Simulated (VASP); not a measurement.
Level of theory: PBEsol GGA, VASP's PBE PAW potentials (set 64) (plane waves; VASP 6.6.1).

VASP input:

**INCAR**
```
! general
SYSTEM  = Bi2Te3
PREC    = Accurate
ENCUT   = 520
LREAL   = .False.
LASPH   = .True.   ! aspherical one-centre terms

! electronic loop
EDIFF   = 1E-7   ! SCF stop (eV)
NELM    = 100   ! most electronic steps
ALGO    = Normal   ! blocked Davidson
LMAXMIX = 4

! smearing
ISMEAR  = -5

! functional
GGA     = PS

! ions
ISIF    = 2   ! forces and stress, cell fixed

! output
LWAVE   = .False.
LCHARG  = .True.
LORBIT  = 11
NEDOS   = 601   ! DOS grid

! other
LEFG    = .True.
```

File POSCAR:
```
Bi2Te3
1
   10.1906074539    -2.1902069064    -0.0064744469
   10.1906074539     2.1902069064    -0.0064744469
    9.7222702138     0.0000000000     3.7580551844
Bi Te
2 3
Direct
  0.3997136571   0.3997136571   0.3997136571
  0.6002863429   0.6002863429   0.6002863429
  1.0000000000   1.0000000000   1.0000000000
  0.2099527825   0.2099527825   0.2099527825
  0.7900472175   0.7900472175   0.7900472175
```

### KPOINTS
```
Regular mesh
0
G
 7 7 7
```

POTCAR, in this order: Bi_d Te (PBE.64 set). Program: vasp_std.

The run wrote:

### OUTCAR
```
 ion  position               nearest neighbor table
   1  0.400  0.400  0.400-   5 3.06   5 3.06   5 3.06   3 3.23   3 3.23   3 3.23
   2  0.600  0.600  0.600-   4 3.06   4 3.06   4 3.06   3 3.23   3 3.23   3 3.23
   3  0.000  0.000  0.000-   2 3.23   2 3.23   1 3.23   1 3.23   2 3.23   1 3.23
   4  0.210  0.210  0.210-   2 3.06   2 3.06   2 3.06   5 3.65   5 3.65   5 3.65
   5  0.790  0.790  0.790-   1 3.06   1 3.06   1 3.06   4 3.65   4 3.65   4 3.65
  LATTYP: Found a trigonal (rhomboedric) cell.
 ALAT       =    10.4233165783
 COS(alpha) =     0.9116943389
 Subroutine PRICEL returns:
 Original cell was already a primitive cell.
 Subroutine GETGRP returns: Found 12 space group operations
The static configuration has the point symmetry D_3d.
The dynamic configuration has the point symmetry D_3d.
 Subroutine INISYM returns: Found 12 space group operations
 Subroutine IBZKPT returns following result:
 Found     44 irreducible k-points:

 Following reciprocal coordinates:
            Coordinates               Weight
  0.000000  0.000000  0.000000      1.000000
  0.142857 -0.000000  0.000000      6.000000
  0.285714 -0.000000 -0.000000      6.000000
  0.428571 -0.000000  0.000000      6.000000
  0.142857  0.142857  0.000000      6.000000
...
```

### OSZICAR
```
       N       E                     dE             d eps       ncg     rms          rms(c)
DAV:   1     0.439069994422E+03    0.43907E+03   -0.21976E+04  2472   0.166E+03
DAV:   2     0.305267165970E+02   -0.40854E+03   -0.39791E+03  2604   0.413E+02
DAV:   3    -0.182252821055E+02   -0.48752E+02   -0.46590E+02  3188   0.151E+02
DAV:   4    -0.204475618696E+02   -0.22223E+01   -0.21947E+01  2820   0.324E+01
DAV:   5    -0.205629102623E+02   -0.11535E+00   -0.11519E+00  3616   0.762E+00    0.796E+00
DAV:   6    -0.202968464255E+02    0.26606E+00   -0.63708E-01  2848   0.519E+00    0.598E+00
DAV:   7    -0.202988861194E+02   -0.20397E-02   -0.29119E-01  3200   0.248E+00    0.990E-01
DAV:   8    -0.202969736602E+02    0.19125E-02   -0.30521E-02  2780   0.114E+00    0.584E-01
DAV:   9    -0.202963839442E+02    0.58972E-03   -0.66383E-03  2992   0.461E-01    0.324E-01
DAV:  10    -0.202965196868E+02   -0.13574E-03   -0.10041E-03  2768   0.180E-01    0.100E-01
DAV:  11    -0.202965307163E+02   -0.11029E-04   -0.11830E-04  3056   0.732E-02    0.378E-02
DAV:  12    -0.202965344469E+02   -0.37307E-05   -0.31497E-05  3608   0.256E-02    0.296E-02
DAV:  13    -0.202965320156E+02    0.24313E-05   -0.50012E-06  2744   0.110E-02    0.636E-03
DAV:  14    -0.202965322341E+02   -0.21852E-06   -0.17429E-06  2520   0.640E-03    0.337E-03
DAV:  15    -0.202965322287E+02    0.54706E-08   -0.22308E-07  2056   0.259E-03
   1 F= -.20296532E+02 E0= -.20296532E+02  d E =0.000000E+00
```

**OUTCAR**
```
------------------------ aborting loop because EDIFF is reached ----------------------------------------
  FORCE on cell =-STRESS in cart. coord.  units (eV):
  Direction    XX          YY          ZZ          XY          YZ          ZX
  --------------------------------------------------------------------------------------
  Total       -0.0733039     -0.0260970     -0.0268277      0.0000000      0.0000000     -0.0058729
  in kB       -0.6989495     -0.2488340     -0.2558006      0.0000000      0.0000000     -0.0559978
  external PRESSURE =      -0.4011947 kB  Pullay stress =       0.0000000 kB
  volume of cell :      168.03
      direct lattice vectors                 reciprocal lattice vectors
    10.190607454 -2.190206906 -0.006474447     0.048984276 -0.228288934 -0.126724687
    10.190607454  2.190206906 -0.006474447     0.048984276  0.228288934 -0.126724687
     9.722270214  0.000000000  3.758055184     0.000168782  0.000000000  0.265658434
 POSITION                                       TOTAL-FORCE (eV/Angst)
 -----------------------------------------------------------------------------------
     12.03277      0.00000      1.49697         0.023090      0.000000      0.002873
     18.07071      0.00000      2.24814        -0.023090      0.000000     -0.002873
      0.00000      0.00000      0.00000        -0.000000      0.000000      0.000000
      6.32031      0.00000      0.78630         0.001758      0.000000      0.000219
     23.78317      0.00000      2.95881        -0.001758      0.000000     -0.000219
 -----------------------------------------------------------------------------------
    total drift:                                0.000000      0.000000      0.000000
  FREE ENERGIE OF THE ION-ELECTRON SYSTEM (eV)
  ---------------------------------------------------
  free  energy   TOTEN  =       -20.2965322287 eV

  energy  without entropy=      -20.2965322287  energy(sigma->0) =      -20.29653223

 total charge

# of ion       s       p       d       tot
------------------------------------------
    1        1.591   1.141   9.948  12.680
    2        1.591   1.141   9.948  12.680
    3        1.387   1.965   0.024   3.377
    4        1.408   1.902   0.025   3.335
    5        1.408   1.902   0.025   3.335
--------------------------------------------------
tot          7.385   8.051  19.970  35.406

 Electric field gradients after diagonalization (V/A^2)
 (convention: |V_zz| > |V_xx| > |V_yy|)
----------------------------------------------------------------------
 ion       V_xx      V_yy      V_zz     asymmetry (V_yy - V_xx)/ V_zz
----------------------------------------------------------------------
   1     -11.760   -11.757    23.517       0.000
   2     -11.760   -11.757    23.517       0.000
   3     -42.639   -42.638    85.277       0.000
   4      -2.398    -2.397     4.795       0.000
   5      -2.398    -2.397     4.795       0.000
```
(Selected blocks of OUTCAR.)

Without a dispersion term in the relaxation, distances and binding between the weakly bound layers, chains or molecules are unreliable, and so is what depends on them.

The compound is Bi2Te3 in the tetradymite structure. It was relaxed first.
